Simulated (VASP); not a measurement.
Data:

```xyz
8
Lattice="-2.7294 2.7294 5.2769 2.7294 -2.7294 5.2769 2.7294 2.7294 -5.2769" Properties=species:S:1:pos:R:3 pbc="T T T"
Zn     0.0000     0.0000     0.0000
Zn     0.0000     2.7294     2.6384
Si     0.0000     0.0000     5.2769
Si     2.7294     0.0000     2.6384
P      1.2610     1.3647     6.5961
P      1.3647    -1.2610     3.9577
P      1.4684     1.3647     1.3192
P      1.3647     3.9904    -1.3192
```

The numbers are results of PBE GGA, VASP's PBE PAW potentials (set 64) (plane waves; VASP), not measurements. Settings: 300 eV cut-off, 7×7×7 Γ-centred mesh, Gaussian smearing of 0.020 eV, potentials Zn Si P.

At this cut-off the stress carries a Pulay error, which pulls relaxed volumes low.

Task: Give the stress tensor in GPa (positive for a compressed cell).

Result: 
```
-1.54   0.00   0.00
 0.00  -1.54   0.00
 0.00   0.00  -1.18
```
The pressure is its mean diagonal, -1.42 GPa.

The structure is a typed ZnSiP2 crystal. The cell was not relaxed at this level.
